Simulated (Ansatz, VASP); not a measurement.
# MoS3 in two plane-wave programs, part 2 of 2

Wanted: the spread between two codes on one cell, functional and k mesh. The cell is generated by rule, not measured, and may not be a known phase. The cell is taken from a series of runs on this material, whose earlier steps may have relaxed, scaled, displaced or heated it; both programs get it as it stands.

VASP 6.6.1 and Ansatz 0.2.0.

So far: The starting structure; Ansatz: zone-centre phonons, PBEsol.

**3. VASP: zone-centre phonons, PBEsol**

Level of this step: PBEsol, no spin polarisation; plane waves and PAW (Mo_sv, S); invented cell (VASP).

The same cell, functional, mesh and smearing now go to VASP, with its own data sets.

Lines of VASP's logs that name or quote its potential files are left out, and so is its time.

Contents of INCAR:

```
SYSTEM = MoS3
PREC = Accurate
ENCUT = 500
EDIFF = 1E-08
NELM = 120
ISMEAR = 1
SIGMA = 0.15
LREAL = .FALSE.
ALGO = Normal
GGA = PS
NBANDS = 22
LASPH = .TRUE.
LORBIT = 11
LWAVE = .FALSE.
LCHARG = .FALSE.
ISIF = 2
IBRION = 8
GGA_COMPAT = .FALSE.
KPAR = 2
```

Contents of POSCAR:

```
MoS3
1.0
    4.6295550062      0.0000000000      0.0000000000
    0.0000000000      4.6295550062      0.0000000000
    0.0000000000      0.0000000000      4.6295550062
Mo S
1 3
Direct
    0.0000000000      0.0000000000      0.0000000000
    0.0000000000      0.0000000000      0.5000000000
    0.0000000000      0.5000000000      0.0000000000
    0.5000000000      0.0000000000      0.0000000000
```

Contents of KPOINTS:

```
Automatic mesh
0
Gamma
8 8 8
0 0 0
```

The projector-augmented-wave data sets are Mo_sv and S (PBE family, release 64).

Started as:

```
$ mpirun -np 2 vasp_std
```

Numbers of over 12 decimals in the logs are rounded to 6 here.

Output:

```text
[banner, memory and clock lines left out]
running    2 mpi-ranks, on    1 nodes
 distrk:  each k-point on    1 cores,    2 groups
 distr:  one band on    1 cores,    1 groups

 POSCAR found type information on POSCAR MoS
 POSCAR found :  2 types and       4 ions
|                                                                             |
|               ----> ADVICE to this user running VASP <----                  |
|                                                                             |
|     You enforced a specific xc type in the INCAR file but a different       |
|     [... a line on the potential file left out ...]
|     I HOPE YOU KNOW WHAT YOU ARE DOING!                                     |
|                                                                             |

 LDA part: xc-table for (Slater+PW92), standard interpolation
 POSCAR, INCAR and KPOINTS ok, starting setup
 FFT: planning ... GRIDC
 FFT: planning ... GRID_SOFT
 FFT: planning ... GRID
 WAVECAR not read
 entering main loop
       N       E                     dE             d eps       ncg     rms          rms(c)
DAV:   1     0.210680099337E+03    0.21068E+03   -0.14975E+04  1676   0.127E+03
DAV:   2    -0.161253909633E+02   -0.22681E+03   -0.21689E+03  2012   0.302E+02
DAV:   3    -0.275856300765E+02   -0.11460E+02   -0.11070E+02  1906   0.622E+01
DAV:   4    -0.278007923236E+02   -0.21516E+00   -0.21483E+00  1826   0.930E+00
DAV:   5    -0.278064011713E+02   -0.56088E-02   -0.56082E-02  1906   0.146E+00    0.275E+01
DAV:   6    -0.272885219267E+02    0.51788E+00   -0.12170E+01  1666   0.298E+01    0.126E+01
DAV:   7    -0.251683462938E+02    0.21202E+01   -0.93537E+00  1708   0.233E+01    0.798E+00
DAV:   8    -0.249865956720E+02    0.18175E+00   -0.58203E-01  1630   0.608E+00    0.145E+00
DAV:   9    -0.249808891978E+02    0.57065E-02   -0.39330E-02  1842   0.125E+00    0.598E-01
DAV:  10    -0.249808040488E+02    0.85149E-04   -0.25898E-03  1692   0.418E-01    0.193E-01
DAV:  11    -0.249813090777E+02   -0.50503E-03   -0.68766E-04  1656   0.184E-01    0.603E-02
DAV:  12    -0.249814549649E+02   -0.14589E-03   -0.10049E-04  1720   0.587E-02    0.138E-02
DAV:  13    -0.249815092369E+02   -0.54272E-04   -0.44220E-05  1594   0.316E-02    0.104E-02
DAV:  14    -0.249815115626E+02   -0.23256E-05   -0.20276E-06  1822   0.805E-03    0.443E-03
DAV:  15    -0.249815123216E+02   -0.75902E-06   -0.78756E-07  1612   0.437E-03    0.819E-04
DAV:  16    -0.249815123866E+02   -0.65026E-07   -0.74282E-08  1694   0.159E-03    0.576E-04
DAV:  17    -0.249815123771E+02    0.95047E-08   -0.32683E-09  1214   0.346E-04
   1 F= -.24981512E+02 E0= -.24982391E+02  d E =0.263676E-02
 Linear response reoptimize wavefunctions to high precision
DAV:   1    -0.249815123704E+02    0.66593E-08   -0.15718E-09  1234   0.225E-04
DAV:   2    -0.249815123706E+02   -0.15461E-09   -0.14274E-10  1094   0.696E-05
DAV:   3    -0.249815123706E+02    0.22737E-10   -0.24765E-11   926   0.275E-05
 Linear response DOF=           3
 Linear response progress:
  Degree of freedom:   1/  3
       N       E                     dE             d eps       ncg     rms          rms(c)
RMM:   1    -0.825762907607E+00   -0.82576E+00    0.39753E+00  4034   0.186E+01
RMM:   2    -0.630536537025E+00    0.19523E+00   -0.28257E-01  5034   0.314E+00    0.209E-01
RMM:   3    -0.629885559689E+00    0.65098E-03   -0.48717E-03  5774   0.461E-01    0.109E-01
RMM:   4    -0.628592910341E+00    0.12926E-02   -0.72386E-04  6076   0.161E-01    0.288E-02
RMM:   5    -0.628454207194E+00    0.13870E-03   -0.56261E-05  6707   0.417E-02    0.180E-02
RMM:   6    -0.628376165412E+00    0.78042E-04   -0.11191E-05  6140   0.159E-02    0.567E-03
RMM:   7    -0.628363947174E+00    0.12218E-04   -0.83312E-07  5954   0.718E-03    0.142E-03
RMM:   8    -0.628370241371E+00   -0.62942E-05   -0.23960E-06  6589   0.278E-03    0.519E-04
RMM:   9    -0.628377702784E+00   -0.74614E-05   -0.10880E-09  6238   0.127E-03    0.215E-04
RMM:  10    -0.628380563090E+00   -0.28603E-05   -0.22237E-07  6276   0.524E-04    0.755E-05
RMM:  11    -0.628379202424E+00    0.13607E-05   -0.51649E-08  6308   0.263E-04    0.152E-05
RMM:  12    -0.628379103897E+00    0.98526E-07   -0.13749E-07  6903   0.117E-04    0.828E-06
RMM:  13    -0.628379079284E+00    0.24614E-07   -0.48646E-08  6276   0.633E-05    0.327E-06
RMM:  14    -0.628379107460E+00   -0.28176E-07    0.54585E-08  6684   0.383E-05    0.182E-06
RMM:  15    -0.628379164184E+00   -0.56724E-07   -0.41807E-09  6514   0.258E-05    0.581E-07
RMM:  16    -0.628379173580E+00   -0.93958E-08    0.23024E-08  6306   0.180E-05    0.327E-07
 first order change of Fermi-energy   0.39643E-03
 force on displaced ion       1 direction 1 :  -3.627   0.000  -0.000
 Linear response progress:
  Degree of freedom:   2/  3
       N       E                     dE             d eps       ncg     rms          rms(c)
RMM:   1    -0.114220106270E+00   -0.11422E+00   -0.51021E-02 11904   0.143E+00
RMM:   2    -0.108371506376E+00    0.58486E-02   -0.75121E-03  8373   0.374E-01    0.266E-02
RMM:   3    -0.108582170094E+00   -0.21066E-03   -0.27234E-04  8334   0.635E-02    0.220E-02
RMM:   4    -0.108687115978E+00   -0.10495E-03   -0.14894E-05  8531   0.166E-02    0.894E-03
RMM:   5    -0.108700893069E+00   -0.13777E-04   -0.12264E-06  9093   0.427E-03    0.375E-03
RMM:   6    -0.108695964325E+00    0.49287E-05   -0.55314E-09  8400   0.158E-03    0.531E-04
RMM:   7    -0.108697767690E+00   -0.18034E-05   -0.56359E-08  8580   0.463E-04    0.284E-04
RMM:   8    -0.108699301789E+00   -0.15341E-05   -0.30210E-08  8274   0.208E-04    0.153E-04
RMM:   9    -0.108700056946E+00   -0.75516E-06    0.52057E-10  8439   0.140E-04    0.320E-05
RMM:  10    -0.108699706536E+00    0.35041E-06    0.19892E-08  8464   0.566E-05    0.227E-05
RMM:  11    -0.108699717550E+00   -0.11014E-07    0.84107E-09  8783   0.286E-05    0.928E-06
RMM:  12    -0.108699711957E+00    0.55930E-08    0.26494E-08  8695   0.157E-05    0.333E-06
 first order change of Fermi-energy   0.27061E-05
 force on displaced ion       2 direction 1 :  -1.762   0.000   0.000
 Linear response progress:
  Degree of freedom:   3/  3
       N       E                     dE             d eps       ncg     rms          rms(c)
RMM:   1    -0.136237570308E+00   -0.13624E+00   -0.12937E-01  7526   0.184E+00
RMM:   2    -0.118155512983E+00    0.18082E-01   -0.11192E-02  5225   0.474E-01    0.270E-01
RMM:   3    -0.118459520124E+00   -0.30401E-03   -0.13337E-03  4990   0.167E-01    0.121E-01
RMM:   4    -0.118934866134E+00   -0.47535E-03   -0.37438E-04  5225   0.897E-02    0.264E-02
RMM:   5    -0.118969869328E+00   -0.35003E-04   -0.29149E-05  5176   0.315E-02    0.853E-03
RMM:   6    -0.118978214216E+00   -0.83449E-05   -0.10451E-06  5119   0.648E-03    0.597E-03
RMM:   7    -0.118984380352E+00   -0.61661E-05   -0.22831E-07  5143   0.281E-03    0.375E-03
RMM:   8    -0.118995327501E+00   -0.10947E-04    0.14382E-08  5095   0.225E-03    0.431E-04
RMM:   9    -0.118996476059E+00   -0.11486E-05    0.38902E-07  5460   0.544E-04    0.337E-04
RMM:  10    -0.118998154793E+00   -0.16787E-05   -0.31095E-08  5101   0.425E-04    0.918E-05
RMM:  11    -0.118997904746E+00    0.25005E-06    0.73904E-08  5393   0.143E-04    0.636E-05
RMM:  12    -0.118997836600E+00    0.68145E-07    0.12909E-08  4781   0.111E-04    0.164E-05
RMM:  13    -0.118997911307E+00   -0.74707E-07   -0.16060E-08  5548   0.373E-05    0.856E-06
RMM:  14    -0.118997898246E+00    0.13061E-07    0.53085E-10  5194   0.216E-05    0.329E-06
RMM:  15    -0.118997888781E+00    0.94651E-08    0.40655E-09  5275   0.147E-05    0.844E-07
 first order change of Fermi-energy  -0.66820E-03
 force on displaced ion       2 direction 3 :  -0.000   0.000 -13.688
 Linear response finished
```

OUTCAR, selected parts (step 3):

```text
ion  position               nearest neighbor table
   1  0.000  0.000  0.000-   2 2.31   3 2.31   4 2.31   2 2.31   3 2.31   4 2.31
   2  0.000  0.000  0.500-   1 2.31   1 2.31
   3  0.000  0.500  0.000-   1 2.31   1 2.31
   4  0.500  0.000  0.000-   1 2.31   1 2.31

  LATTYP: Found a simple cubic cell.
 ALAT       =     4.6295550062

 Subroutine GETGRP returns: Found 48 space group operations
 (whereof 48 operations were pure point group operations)

The static configuration has the point symmetry O_h .

 Found     35 irreducible k-points:

   k-points           NKPTS =     35   k-points in BZ     NKDIM =     35   number of bands    NBANDS=     22

   dimension x,y,z NGX =    36 NGY =   36 NGZ =   36
   dimension x,y,z NGXF=    72 NGYF=   72 NGZF=   72

   ENCUT  =  500.0 eV  36.75 Ry    6.06 a.u.   8.44  8.44  8.44*2*pi/ulx,y,z

   NELECT =      32.0000    total number of electrons

 k-points in reciprocal lattice and weights: Automatic mesh
   0.00000000  0.00000000  0.00000000       0.002
   0.12500000  0.00000000  0.00000000       0.012
   0.25000000  0.00000000  0.00000000       0.012
   0.37500000  0.00000000  0.00000000       0.012
   0.50000000  0.00000000  0.00000000       0.006
   0.12500000  0.12500000  0.00000000       0.023
   0.25000000  0.12500000  0.00000000       0.047
   0.37500000  0.12500000  0.00000000       0.047
   0.50000000  0.12500000  0.00000000       0.023
[...]
0.50000000  0.50000000  0.37500000       0.012
   0.50000000  0.50000000  0.50000000       0.002

 average (electrostatic) potential at core
       1 -79.2238       2 -88.3537       3 -88.3537       4 -88.3537

  Total       -0.0522207     -0.0522207     -0.0522207     -0.0000000     -0.0000000      0.0000000
  in kB       -0.8432099     -0.8432099     -0.8432099     -0.0000000     -0.0000000      0.0000000
  external PRESSURE =      -0.8432099 kB  Pullay stress =       0.0000000 kB

  energy-cutoff  :      500.00
  volume of cell :       99.22
      direct lattice vectors                 reciprocal lattice vectors
     4.629555006  0.000000000  0.000000000     0.216003482  0.000000000  0.000000000
     0.000000000  4.629555006  0.000000000     0.000000000  0.216003482  0.000000000
     0.000000000  0.000000000  4.629555006     0.000000000  0.000000000  0.216003482

 POSITION                                       TOTAL-FORCE (eV/Angst)
 -----------------------------------------------------------------------------------
      0.00000      0.00000      0.00000         0.000000      0.000000      0.000000
      0.00000      0.00000      2.31478         0.000000      0.000000      0.000000
      0.00000      2.31478      0.00000         0.000000      0.000000      0.000000
      2.31478      0.00000      0.00000         0.000000      0.000000      0.000000
 -----------------------------------------------------------------------------------
    total drift:                                0.000000     -0.000000     -0.000000

 Eigenvectors and eigenvalues of the dynamical matrix
 ----------------------------------------------------

   1 f  =   11.246083 THz    70.661225 2PiTHz  375.128960 cm-1    46.510042 meV
             X         Y         Z           dx          dy          dz
      0.000000  0.000000  0.000000    -0.048759    0.245880   -0.000000
      0.000000  0.000000  2.314778    -0.046134    0.232643    0.000000
      0.000000  2.314778  0.000000    -0.046134   -0.890764   -0.000000
      2.314778  0.000000  0.000000     0.176642    0.232643   -0.000000

   2 f  =   11.246083 THz    70.661225 2PiTHz  375.128960 cm-1    46.510042 meV
             X         Y         Z           dx          dy          dz
      0.000000  0.000000  0.000000     0.000000   -0.000000   -0.250668
      0.000000  0.000000  2.314778     0.000000   -0.000000    0.908110
      0.000000  2.314778  0.000000     0.000000    0.000000   -0.237174
      2.314778  0.000000  0.000000    -0.000000   -0.000000   -0.237174

   3 f  =   11.246083 THz    70.661225 2PiTHz  375.128960 cm-1    46.510042 meV
             X         Y         Z           dx          dy          dz
      0.000000  0.000000  0.000000    -0.245880   -0.048759    0.000000
      0.000000  0.000000  2.314778    -0.232643   -0.046134    0.000000
      0.000000  2.314778  0.000000    -0.232643    0.176642   -0.000000
      2.314778  0.000000  0.000000     0.890764   -0.046134    0.000000

   4 f  =    3.302413 THz    20.749673 2PiTHz  110.156643 cm-1    13.657677 meV
             X         Y         Z           dx          dy          dz
      0.000000  0.000000  0.000000     0.000000   -0.000000   -0.000000
      0.000000  0.000000  2.314778     0.006752   -0.368232    0.000000
      0.000000  2.314778  0.000000    -0.006752    0.000000    0.603622
      2.314778  0.000000  0.000000     0.000000    0.368232   -0.603622

   5 f  =    3.302413 THz    20.749673 2PiTHz  110.156643 cm-1    13.657677 meV
             X         Y         Z           dx          dy          dz
      0.000000  0.000000  0.000000    -0.000000    0.000000    0.000000
      0.000000  0.000000  2.314778     0.695394   -0.105811   -0.000000
      0.000000  2.314778  0.000000    -0.695394    0.000000   -0.072328
      2.314778  0.000000  0.000000    -0.000000    0.105811    0.072328

   6 f  =    3.302413 THz    20.749673 2PiTHz  110.156643 cm-1    13.657677 meV
             X         Y         Z           dx          dy          dz
      0.000000  0.000000  0.000000     0.000000    0.000000    0.000000
      0.000000  0.000000  2.314778    -0.127990   -0.594314   -0.000000
      0.000000  2.314778  0.000000     0.127990   -0.000000   -0.361122
      2.314778  0.000000  0.000000    -0.000000    0.594314    0.361122

   7 f  =    1.743739 THz    10.956233 2PiTHz   58.164858 cm-1     7.211520 meV
             X         Y         Z           dx          dy          dz
      0.000000  0.000000  0.000000     0.342471   -0.244073    0.498582
      0.000000  0.000000  2.314778    -0.279078    0.198894   -0.074600
      0.000000  2.314778  0.000000    -0.279078    0.036519   -0.406292
      2.314778  0.000000  0.000000    -0.051242    0.198894   -0.406292

   8 f  =    1.743739 THz    10.956233 2PiTHz   58.164858 cm-1     7.211520 meV
             X         Y         Z           dx          dy          dz
      0.000000  0.000000  0.000000    -0.406021    0.289364    0.420545
      0.000000  0.000000  2.314778     0.330864   -0.235801   -0.062924
      0.000000  2.314778  0.000000     0.330864   -0.043296   -0.342700
      2.314778  0.000000  0.000000     0.060751   -0.235801   -0.342700

   9 f  =    1.743739 THz    10.956233 2PiTHz   58.164858 cm-1     7.211520 meV
             X         Y         Z           dx          dy          dz
      0.000000  0.000000  0.000000     0.378554    0.531168   -0.000000
      0.000000  0.000000  2.314778    -0.308482   -0.432846    0.000000
      0.000000  2.314778  0.000000    -0.308482   -0.079476    0.000000
      2.314778  0.000000  0.000000    -0.056641   -0.432846    0.000000

  10 f/i=    0.023103 THz     0.145159 2PiTHz    0.770627 cm-1     0.095546 meV
             X         Y         Z           dx          dy          dz
      0.000000  0.000000  0.000000     0.545382    0.462738    0.012459
      0.000000  0.000000  2.314778     0.306132    0.259743    0.007092
      0.000000  2.314778  0.000000     0.306132    0.263406    0.006993
      2.314778  0.000000  0.000000     0.310450    0.259743    0.006993

  11 f/i=    0.023103 THz     0.145159 2PiTHz    0.770627 cm-1     0.095546 meV
             X         Y         Z           dx          dy          dz
      0.000000  0.000000  0.000000     0.462815   -0.545459   -0.000523
      0.000000  0.000000  2.314778     0.259786   -0.306175   -0.000298
      0.000000  2.314778  0.000000     0.259786   -0.310493   -0.000294
      2.314778  0.000000  0.000000     0.263450   -0.306175   -0.000294

  12 f/i=    0.023103 THz     0.145159 2PiTHz    0.770627 cm-1     0.095546 meV
             X         Y         Z           dx          dy          dz
      0.000000  0.000000  0.000000     0.009162    0.008460   -0.715240
      0.000000  0.000000  2.314778     0.005143    0.004749   -0.407139
      0.000000  2.314778  0.000000     0.005143    0.004816   -0.401476
      2.314778  0.000000  0.000000     0.005215    0.004749   -0.401476

 ELASTIC MODULI CONTR FROM IONIC RELAXATION (kBar)
 Direction    XX          YY          ZZ          XY          YZ          ZX
 --------------------------------------------------------------------------------
 XX           0.0000      0.0000      0.0000      0.0000      0.0000      0.0000
 YY           0.0000      0.0000      0.0000      0.0000      0.0000      0.0000
 ZZ           0.0000      0.0000      0.0000      0.0000      0.0000      0.0000
 XY           0.0000      0.0000      0.0000      0.0000      0.0000      0.0000
 YZ           0.0000      0.0000      0.0000      0.0000      0.0000      0.0000
 ZX           0.0000      0.0000      0.0000      0.0000      0.0000      0.0000
 --------------------------------------------------------------------------------
```

This run has no spin polarisation, so a moment on Mo, if there is one, isn't seen.

**4. Comparison**

Known differences besides the potentials themselves: VASP's run holds the zone centre alone; the cutoff is 1088.46 eV in Ansatz and 500 eV in VASP. Total energies have different zeros and are not compared.

Compared:

```
                  quantity  Ansatz   VASP  difference
optical mode 1 to 3 (cm⁻¹)    56.1   58.2     -3.52 %
optical mode 4 to 6 (cm⁻¹)   107.3  110.2     -2.58 %
optical mode 7 to 9 (cm⁻¹)   378.1  375.1     +0.78 %
```

Modes are paired by rising frequency, not by their patterns, so a pair may set unlike modes beside each other; they are those without the splitting of longitudinal modes.

**5. What came out**

```json
{
  "r.m.s. difference of the optical zone-centre modes, each program's sorted by frequency (zone-centre phonons, PBEsol)": "2.6 cm⁻¹",
  "difference in optical mode 1 to 3 (zone-centre phonons, PBEsol)": "-3.5 %"
}
```

**Reading.** The r.m.s. difference of the optical zone-centre modes, each program's sorted by frequency is 2.6 cm⁻¹ (zone-centre phonons, PBEsol). Among the rows given in per cent, the largest difference of the zone-centre phonons, PBEsol pair is in optical mode 1 to 3, -3.5 %. How closely two codes agree says nothing of how well the functional describes the real material.

[Lines on the potential files, build, host, timing and source positions are cut from VASP's logs without a mark.]

[Logs are printed without paths, hosts, clocks, repeated set-up lines and the standing remarks that a program may print on its own settings, such as how far it seeks lower states.]

[Hosts, paths, dates, database ids (printed as entryN), source tags and the programs' standing remarks are cut or masked in the printed files.]
